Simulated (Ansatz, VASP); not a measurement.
# Ge10H (H-terminated Ge(111)): VASP beside Ansatz, part 2 of 2

Aim: how closely do two programs agree when they are given the same cell, functional and k mesh? The structure shown is the end of the VASP relaxation below.

VASP 6.6.1 and Ansatz 0.2.0.

So far: The starting structure; VASP: relaxation, PBE.

**3. Ansatz: single point, PBE**

Level of this step: Ansatz beside VASP: Kohn-Sham DFT, plane waves, PBE (Ansatz).

Ansatz runs on its default PAW (the set named soft_2) files.

The same cell, functional, mesh and smearing now go to Ansatz, which takes its cutoff from its data sets.

File input.yaml:

```yaml
crystal:
  lattice:
    - [4.09230853, 0.0, 0.0]
    - [2.04615427, 3.54404315, 0.0]
    - [0.0, 0.0, 50.02754229]
  atoms:
    - { symbol: Ge, position: [0.66666667, 0.66666667, 0.19188878] }
    - { symbol: Ge, position: [0.0, 0.0, 0.20772782] }
    - { symbol: Ge, position: [0.0, 0.0, 0.25762618] }
    - { symbol: Ge, position: [0.33333333, 0.33333333, 0.27436501] }
    - { symbol: Ge, position: [0.33333333, 0.33333333, 0.32449676] }
    - { symbol: Ge, position: [0.66666667, 0.66666667, 0.34130409] }
    - { symbol: Ge, position: [0.66666667, 0.66666667, 0.39146727] }
    - { symbol: Ge, position: [0.0, 0.0, 0.40819773] }
    - { symbol: Ge, position: [0.0, 0.0, 0.4582509] }
    - { symbol: Ge, position: [0.33333333, 0.33333333, 0.47497429] }
    - { symbol: Ge, position: [0.33333333, 0.33333333, 0.52502571] }
    - { symbol: Ge, position: [0.66666667, 0.66666667, 0.5417491] }
    - { symbol: Ge, position: [0.66666667, 0.66666667, 0.59180227] }
    - { symbol: Ge, position: [0.0, 0.0, 0.60853273] }
    - { symbol: Ge, position: [0.0, 0.0, 0.65869591] }
    - { symbol: Ge, position: [0.33333333, 0.33333333, 0.67550324] }
    - { symbol: Ge, position: [0.33333333, 0.33333333, 0.72563499] }
    - { symbol: Ge, position: [0.66666667, 0.66666667, 0.74237382] }
    - { symbol: Ge, position: [0.66666667, 0.66666667, 0.79227218] }
    - { symbol: Ge, position: [0.0, 0.0, 0.80811122] }
    - { symbol: H, position: [0.66666667, 0.66666667, 0.16046965] }
    - { symbol: H, position: [0.0, 0.0, 0.83953035] }
hamiltonian:
  xc: pbe
  pseudopotentials: { kind: paw }
kpoints:
  mp_grid: { grid: [9, 9, 1] }
scf:
  occupations: { method: gaussian, width: 0.03 }
  n_extra_bands: 9
efield:
  axis: 3
  dipole_correction: true
  ramp_width: 0.04
output:
  forces: true
  eigenvalues: true
```

The run is started by

```bash
$ ansatz run input.yaml --threads 8 --pin off --max-ram 18432MiB --backend cpu --events-out ev --progress --plain --runs-dir out
```

Numbers of over 12 decimals in the logs are rounded to 6 here.

Log:

```text
scf.n_extra_bands = 9 over 141 filled bands (N_el = 282.0): the run solves 150 bands
Engine: ansatz 0.2.0, aarch64-unknown-linux-gnu
Pseudopotentials: kind: paw
Pseudopotential: Ge, paw, valence charge 14, recommended cutoff 420 eV (normal), Ge.paw.azcp
Pseudopotential: H, paw, valence charge 1, recommended cutoff 420 eV (normal), H.paw.azcp
Functional definition: PBE
  parameter kappa = 0.804
  parameter beta = 0.066725
  exchange = pbe_x(kappa = kappa, mu = beta*pi^2/3)
  correlation = pbe_c(beta = beta)
Crystal: 22 atoms, lattice volume = 725.565 Å³
Basis set: ecut = 420 eV, 14075 PW (Γ), exchange–correlation on 60×60×720 points (8 copies of the dense FFT grid, shifted against one another)
Bands: 150, of which v1, the nominal top of the filled ones, is band 141 counted from 1 (140 counted from 0)
Symmetry: 6 space group operations
k-points: 12 of 81 (time reversal used)
Non-local potential: Ge, projectors of the file, l = 0: 2, l = 1: 2, l = 2: 3, l = 3: 1
Non-local potential: H, projectors of the file, l = 0: 2, l = 1: 1
PAW form: soft (Blöchl's): semilocal exchange-correlation on the pseudo side does not see the compensation charge
PAW one-centre angular grid: Ge, 590 points (default); XC on 64 Gauss nodes
PAW one-centre angular grid: H, 110 points (default); XC on 64 Gauss nodes
Initial density: superposition of atomic densities (neutral atoms: chi_scale 0, normalization atom), corrected by the library's trained network
Initial wavefunctions: pseudopotential atomic-orbital guess
Functional: x = pbe(κ = 0.804, μ = 0.219515), c = pbe(β = 0.066725)
SCF iter   1: F=—  HF=-85930.886590 eV  |F-HF|=—  |Δ(HF+E_count)|=         —  Δρ=1.43e-3  dr2=6.28e-2  ethr=1.77e-3  p=-0.000 e·Å  D=-2.77e-15 V/Å  ΔV_dip=0.00 eV  dr2_dipole=6.31e-8  V_vac-E_F(+/−)=4.44/4.44 eV  ⟨swp⟩=6.0  Hψ=6569  notcnv=0
efield: sawtooth ramp at fractional position 0.9800 (placed from the atoms, in the widest stretch of the axis that holds none; the zero of the levels goes with the place), width 0.0400; the density the first Hamiltonian is built on has a dipole p = -0.000 e·Å; the dipole correction subtracts the counter field D = -2.77e-15 V/Å, which shifts the + side's vacuum level by +0.00 eV against the − side's; the planar-averaged density in the ramp window peaks in size at 1.3e-5 e/Å³
preconditioner: auto → LDOS  [insulator: Δε(μ)=0.125 eV  Ē_g=20.647 eV  σ=0.030 eV  W_gap=0.51  n_scr=186 (ndim 8)  ℏωp=23.1 eV  f_vac=0.335  D(μ)=0.98/eV (n_scr^D=6)  ε∞_Penn≈2.3  β→1.0]
SCF iter   2: F=—  HF=-85930.906497 eV  |F-HF|=—  |Δ(HF+E_count)|=   1.99e-2  Δρ=1.44e-3  dr2=2.86e-1  ethr=2.23e-5  p=-0.000 e·Å  D=-9.00e-6 V/Å  ΔV_dip=0.00 eV  dr2_dipole=3.01e-7  V_vac-E_F(+/−)=4.75/4.75 eV  ⟨swp⟩=2.7  Hψ=2881  notcnv=0  defer=32
SCF iter   3: F=—  HF=-85930.882873 eV  |F-HF|=—  |Δ(HF+E_count)|=   2.36e-2  Δρ=7.03e-4  dr2=4.76e-2  ethr=2.23e-5  p=-0.000 e·Å  D=-1.57e-6 V/Å  ΔV_dip=0.00 eV  dr2_dipole=2.21e-8  V_vac-E_F(+/−)=4.20/4.20 eV  ⟨swp⟩=3.7  Hψ=3242  notcnv=0  defer=30
SCF iter   4: F=—  HF=-85930.876870 eV  |F-HF|=—  |Δ(HF+E_count)|=   6.00e-3  Δρ=1.92e-4  dr2=2.57e-3  ethr=1.69e-5  p=0.000 e·Å  D=4.46e-6 V/Å  ΔV_dip=-0.00 eV  dr2_dipole=6.85e-10  V_vac-E_F(+/−)=4.38/4.38 eV  ⟨swp⟩=2.2  Hψ=2270  notcnv=0  defer=29
SCF iter   5: F=—  HF=-85930.876524 eV  |F-HF|=—  |Δ(HF+E_count)|=   3.46e-4  Δρ=6.49e-5  dr2=1.59e-4  ethr=9.11e-7  p=-0.000 e·Å  D=-2.93e-6 V/Å  ΔV_dip=0.00 eV  dr2_dipole=3.33e-9  V_vac-E_F(+/−)=4.38/4.38 eV  ⟨swp⟩=2.0  Hψ=2162  notcnv=0  defer=29
SCF iter   6: F=—  HF=-85930.876504 eV  |F-HF|=—  |Δ(HF+E_count)|=   2.00e-5  Δρ=2.43e-5  dr2=4.28e-6  ethr=5.64e-8  p=0.000 e·Å  D=9.03e-7 V/Å  ΔV_dip=-0.00 eV  dr2_dipole=8.42e-12  V_vac-E_F(+/−)=4.38/4.38 eV  ⟨swp⟩=2.5  Hψ=2228  notcnv=0  defer=29
SCF iter   7: F=—  HF=-85930.876760 eV  |F-HF|=—  |Δ(HF+E_count)|=   2.56e-4  Δρ=9.73e-6  dr2=2.37e-6  ethr=1.52e-9  p=-0.000 e·Å  D=-1.90e-6 V/Å  ΔV_dip=0.00 eV  dr2_dipole=8.01e-10  V_vac-E_F(+/−)=4.38/4.38 eV  ⟨swp⟩=3.3  Hψ=3112  notcnv=0  defer=29
SCF iter   8: F=-85930.876760 eV  HF=-85930.876760 eV  |F-HF|=3.38e-8  |Δ(HF+E_count)|=   3.13e-7  Δρ=2.56e-6  dr2=8.57e-8  ethr=3.55e-11  p=0.000 e·Å  D=9.97e-7 V/Å  ΔV_dip=-0.00 eV  dr2_dipole=1.33e-10  V_vac-E_F(+/−)=4.38/4.38 eV  ⟨swp⟩=8.3  Hψ=7013  notcnv=0
SCF 1 converged in 8 iterations: F = -85930.876760 eV  dr2 = 8.57e-8
  greatest PAW one-centre occupation: 0.998 electrons in one spin orbital (limit 2), on the Ge atom at site 0 (counted from 0), in its partial waves of l = 2
SCF converged after 8 iterations
Free energy (F): -85930.876760 eV
Harris-Foulkes:  -85930.876760 eV  (|F-HF|=3.38e-8)
Internal energy: -85930.876311 eV  (E = F + TS)
E sigma→0 (E₀):  -85930.876536 eV
Entropy (-TS):   -0.000450 eV (-0.020 meV/atom)
Fermi energy:    3.716141 eV
Dipole field:    D = -0.000007 V/Å  (p = -0.000029 e·Å, saw-weighted, corrected)
Work function:   Φ+ = 4.3797 eV   Φ− = 4.3794 eV
Levels:          The Fermi level and band energies are counted from a zero that moves with the ramp; work functions are not
--- Per-component energies (eV) ---
  E_band       = -4303.726466
  E_kinetic    = 2239.538083
  E_local      = -499626.237513  (includes V_loc(G=0)·N_el)
  E_nonlocal   = 8367.221570
  E_hartree    = 246136.647570
  E_xc         = -1520.939789
  E_vxc        = -1303.872107  (∫ρ·V_xc dr)
  E_paw        = -40395.011442  (= ΣΔE_a)
  E_vpaw       = -6253.691426  (= ΣTr[D̂ρ^β])
  E_aug_tail   = 0.004008  (compensation charges beyond the density's cutoff)
  E_efield     = 0.000000  (sawtooth field / dipole correction)
  E_vefield    = 0.000000  (∫n·V_field dr)
  E_ewald      = 198867.901202
  E_smearing   = -0.000450  (= −TS)
  E_closure    = -0.000000  (closes the sum)
  Σ components = -85930.876760   (vs F -85930.876760, Δ=0.00e0)
--- Forces (eV/Å), atoms counted from 1 ---
  atom   1  Ge    -0.00000000     0.00000000    -0.07466297
  atom   2  Ge     0.00000000    -0.00000000     0.00683383
  atom   3  Ge    -0.00000000     0.00000000     0.00057535
  atom   4  Ge     0.00000000    -0.00000000     0.01002289
  atom   5  Ge    -0.00000000     0.00000000     0.00686901
  atom   6  Ge     0.00000000    -0.00000000    -0.01268185
  atom   7  Ge    -0.00000000     0.00000000    -0.01730640
  atom   8  Ge     0.00000000    -0.00000000    -0.02200575
  atom   9  Ge    -0.00000000     0.00000000     0.01534138
  atom  10  Ge     0.00000000    -0.00000000    -0.01642612
  atom  11  Ge    -0.00000000     0.00000000     0.01642626
  atom  12  Ge     0.00000000    -0.00000000    -0.01534116
  atom  13  Ge    -0.00000000     0.00000000     0.02200528
  atom  14  Ge     0.00000000    -0.00000000     0.01730742
  atom  15  Ge    -0.00000000     0.00000000     0.01268170
  atom  16  Ge     0.00000000    -0.00000000    -0.00687141
  atom  17  Ge    -0.00000000     0.00000000    -0.01001661
  atom  18  Ge     0.00000000    -0.00000000    -0.00058236
  atom  19  Ge    -0.00000000     0.00000000    -0.00683155
  atom  20  Ge     0.00000000    -0.00000000     0.07466628
  atom  21  H      0.00000000    -0.00000000     0.16518052
  atom  22  H     -0.00000000     0.00000000    -0.16517594
  max |Σ_I F_I| component: 7.81e-6 eV/Å
--- Band table (eV; the first three rows and the last of 12) ---
  k-point 0: bands = [... 137 lower, 3.5745, 3.6136, 3.6136, 3.7168, 3.7168, 3.7572, 3.8209, 3.8907, ... 5 higher]
  k-point 1: bands = [... 137 lower, 3.2399, 3.3342, 3.4160, 3.5217, 4.6353, 4.8174, 4.8772, 4.9291, ... 5 higher]
  k-point 2: bands = [... 137 lower, 2.7891, 2.9080, 2.9723, 3.0818, 4.4768, 4.9142, 5.0189, 5.1933, ... 5 higher]
  k-point 11: bands = [... 137 lower, 1.3940, 1.5466, 1.5466, 1.5494, 5.3124, 5.3251, 5.3251, 5.6854, ... 5 higher]
```

Elapsed: 42 s, on 8 threads of Arm Neoverse N1, shared host; peak memory 4.1 GiB; 5.1 min of CPU time.

**4. Comparison**

Known differences besides the potentials themselves: the data sets hold 282 valence electrons in Ansatz (default PAW (the set named soft_2) files) and 82 in VASP; the cutoff is 420 eV in Ansatz and 320 eV in VASP (PREC = Normal, projectors in real space). Total energies have different zeros and are not compared.

At this near-relaxed geometry the largest component of a force difference is 165 meV/Å.

**5. What the set-up changes**

Further runs change the set-up of one program: Ansatz's method, potentials or start, or VASP's data sets, cutoff or form of LDA. The table gives Ansatz less VASP for each quantity, since a change that brings one quantity closer may part another.

```
                                        run  r.m.s. force difference (meV/Å)
                                   as above                               34
norm-conserving potentials (cutoff 1061 eV)                               34
```

**6. Outcome**

| Property | Result |
| --- | --- |
| r.m.s. force difference (single point, PBE) | 34 meV/Å |

In words: The r.m.s. force difference is 34 meV/Å (single point, PBE), beyond the 12 meV/Å picked in this series as the mark of a large difference. For single point, PBE, no further run moves any of the tabulated differences by more than a quarter of its size. 1 further run of this series is not shown here. How closely two codes agree says nothing of how well the functional describes the real material.

[Lines on the potential files, build, host, timing and source positions are cut from VASP's logs without a mark.]

[Logs are printed without paths, hosts, clocks, repeated set-up lines and the standing remarks that a program may print on its own settings, such as how far it seeks lower states.]

[Hosts, paths, dates, database ids (printed as entryN), source tags and the programs' standing remarks are cut or masked in the printed files.]
